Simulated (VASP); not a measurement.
Level of theory: PBEsol GGA, VASP's PBE PAW potentials (set 64) (plane waves; VASP).

The input files of a VASP run:

**INCAR**
```
ALGO = Normal
EDIFF = 1E-7
ENCUT = 530
GGA = PS
IBRION = 6
ISIF = 3
ISMEAR = 0
LASPH = .TRUE.
LCHARG = .FALSE.
LMAXMIX = 4
LREAL = .FALSE.
LWAVE = .FALSE.
NELM = 100
NFREE = 2
NSW = 1
POTIM = 0.015
PREC = Accurate
SIGMA = 0.05
SYSTEM = PbTe
```

**KPOINTS**
```
Automatic mesh
0
G
7 7 7
```

### POSCAR
```
PbTe
3.2206380
  0.0000000000   0.9999999038   0.9999999038
  0.9999999038   0.0000000000   0.9999999038
  0.9999999038   0.9999999038   0.0000000000
Te Pb
1 1
direct
  0.5000000000   0.5000000000   0.5000000000
  0.0000000000   0.0000000000   0.0000000000
```

POTCAR, in this order: Te Pb_d (PBE.64 set). Program: vasp_std.

The run wrote:

OUTCAR:
```


 TOTAL ELASTIC MODULI (kBar)
 Direction    XX          YY          ZZ          XY          YZ          ZX
 --------------------------------------------------------------------------------
 XX        1279.3164     39.5946     39.5946      0.0000      0.0000      0.0000
 YY          39.5946   1279.3164     39.5946     -0.0000     -0.0000      0.0000
 ZZ          39.5946     39.5946   1279.3164      0.0000     -0.0000     -0.0000
 XY           0.0000     -0.0000      0.0000    150.1727      0.0000      0.0000
 YZ           0.0000     -0.0000     -0.0000      0.0000    150.1727      0.0000
 ZX           0.0000      0.0000     -0.0000      0.0000      0.0000    150.1727
 --------------------------------------------------------------------------------
```
(Selected blocks of OUTCAR.)

The compound is PbTe in the rock salt structure. It was relaxed first.
